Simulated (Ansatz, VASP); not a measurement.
# NiMoIrPdW: VASP beside Ansatz

The input INCAR:

```
PREC = Accurate ; ENCUT = 520
EDIFF = 1E-7 ; ISMEAR = -1
SIGMA = 0.05 ; LREAL = F
LASPH = T ; NELM = 150
ALGO = Normal ; ISIF = 2
LWAVE = F ; LCHARG = F
ISPIN = 2 ; MAGMOM = 1 1 0 0.6 0
LORBIT = 11 ; LMAXMIX = 4
GGA = RE ; NBANDS = 40
```

The input KPOINTS:

```
Automatic mesh
0
Gamma
  6 6 4
```

File POSCAR:

```
NiMoIrPdW
1.0
    4.1170500000      0.0000000000      0.0000000000
   -2.0585300000      3.5654700000      0.0000000000
    0.0000000000      0.0000000000      5.4458000000
Ni Mo Pd Ir W
1 1 1 1 1
Direct
    0.0000000000      0.0000000000      0.9577500000
    0.6666700000      0.3333300000      0.9616100000
    0.6666700000      0.3333300000      0.4629500000
    0.3333300000      0.6666700000      0.7257200000
    0.3333300000      0.6666700000      0.2364200000
```

input.yaml

```yaml
crystal:
  lattice:
    - [4.11705, 0.0, 0.0]
    - [-2.05853, 3.56547, 0.0]
    - [0.0, 0.0, 5.4458]
  atoms:
    - { symbol: Ni, position: [0.0, 0.0, 0.95775], spin: 1.0 }
    - { symbol: Mo, position: [0.66667, 0.33333, 0.96161], spin: 1.0 }
    - { symbol: Pd, position: [0.66667, 0.33333, 0.46295] }
    - { symbol: Ir, position: [0.33333, 0.66667, 0.72572], spin: 0.6 }
    - { symbol: W, position: [0.33333, 0.66667, 0.23642] }
kpoints:
  mp_grid: { grid: [6, 6, 4] }
  band_path:
    path:
      - [0.0, 0.0, 0.0]
      - [0.5, 0.0, 0.0]
      - [0.3333333333, 0.3333333333, 0.0]
      - [0.0, 0.0, 0.0]
      - [0.0, 0.0, 0.5]
      - [0.5, 0.0, 0.5]
      - [0.3333333333, 0.3333333333, 0.5]
      - [0.0, 0.0, 0.5]
    npoints: 12
scf:
  occupations: { method: fermi_dirac, width: 0.05 }
hamiltonian:
  xc: revpbe
  pseudopotentials: { kind: all_electron, lapw: { basis_error: 0.002 } }
magnetization:
  spin_polarized: true
output:
  forces: true
  stress: true
  eigenvalues: true
```

Alike in both runs: functional revPBE; k mesh 6 × 6 × 4; occupations fermi-dirac, width 0.05 eV; collinear spin.

|  | VASP | Ansatz |
| --- | --- | --- |
| version | VASP 6.6.1 | Ansatz 0.2.0 |
| potentials or method | VASP PAW PBE potentials, release 64 (Ni, Mo_sv, Pd, Ir, W_sv) | all-electron LAPW, scalar-relativistic |
| plane-wave cutoff (eV) | 520 | see its input |
| task | single point | band structure |

```tsv
	VASP	Ansatz	Ansatz less VASP
gap on the k mesh at the Fermi level (eV)	none	none	-
pressure (GPa)	2.9	2.7	-0.19
largest component of the traceless stress (GPa)	0.15	0.14	-0.002
rms of the force components (eV/Å)	0.061	0.061	+0.0008
net moment per atom (μB)	0.00	0.00	0.000
```

Atom by atom the forces differ by 0.005 eV/Å (rms over components). A gap of «none» marks a metal or a gap that the smearing closes. Ansatz ran all-electron here, so the differences hold the error of VASP's frozen core and of both bases.

Caveats: the PAW data sets were made with another functional, which shifts forces and pressure a little (VASP); the k mesh is thin for a metal, which can move the energy by tens of meV per atom (Ansatz); spin-orbit coupling is left out, which moves the levels of the heavy elements (Ansatz); the starting moments weren't kept (Ansatz). The runs have no spin-orbit coupling, so splittings on Ir, W are missing.
